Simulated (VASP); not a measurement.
Here is the system:

```
CELL_PARAMETERS angstrom
      4.16100     0.00000     0.00000
     -2.08050     3.60353     0.00000
      0.00000     0.00000     6.80675
ATOMIC_POSITIONS crystal
  Hg 0.33333 0.66667 0.99993
  Hg 0.66667 0.33333 0.49993
  S  0.33333 0.66667 0.37507
  S  0.66667 0.33333 0.87507
```

Method: PBEsol GGA, VASP's PBE PAW potentials (set 64) (plane waves; VASP). Settings: 400 eV cut-off, Gaussian smearing of 0.050 eV, potentials Hg S.

Give the energies of bands 8 to 21 at the high-symmetry points, in eV from the Fermi level.

| band | Γ | M | K | A | L | H |
|---|---|---|---|---|---|---|
| 8 | -6.20 | -6.32 | -6.26 | -6.86 | -6.38 | -6.32 |
| 9 | -6.20 | -6.07 | -6.17 | -6.11 | -6.04 | -6.18 |
| 10 | -6.04 | -5.97 | -6.10 | -6.11 | -6.04 | -6.18 |
| 11 | -6.04 | -5.83 | -5.80 | -6.11 | -5.73 | -5.54 |
| 12 | -5.73 | -5.80 | -5.80 | -6.11 | -5.73 | -5.54 |
| 13 | -5.47 | -5.04 | -4.71 | -2.97 | -5.00 | -5.04 |
| 14 | -0.94 | -4.43 | -4.71 | -2.97 | -5.00 | -5.04 |
| 15 | -0.94 | -3.13 | -3.54 | -0.49 | -1.69 | -2.72 |
| 16 | -0.53 | -2.29 | -2.12 | -0.49 | -1.69 | -2.72 |
| 17 | -0.09 | -1.48 | -2.12 | -0.49 | -1.64 | -1.46 |
| 18 | 0.00 | -0.96 | -1.86 | -0.49 | -1.64 | -1.46 |
| 19 | 0.00 | 2.27 | 3.46 | 1.41 | 2.31 | 3.03 |
| 20 | 1.33 | 2.83 | 3.46 | 1.41 | 2.31 | 3.03 |
| 21 | 5.96 | 4.82 | 4.43 | 5.40 | 4.75 | 5.67 |

It has no gap at this level: it comes out as a metal or semimetal.

The structure was generated: HgS was put into the wurtzite type (P6_3mc), which need not be its known phase. It was relaxed first, which changed the volume by +24 %.
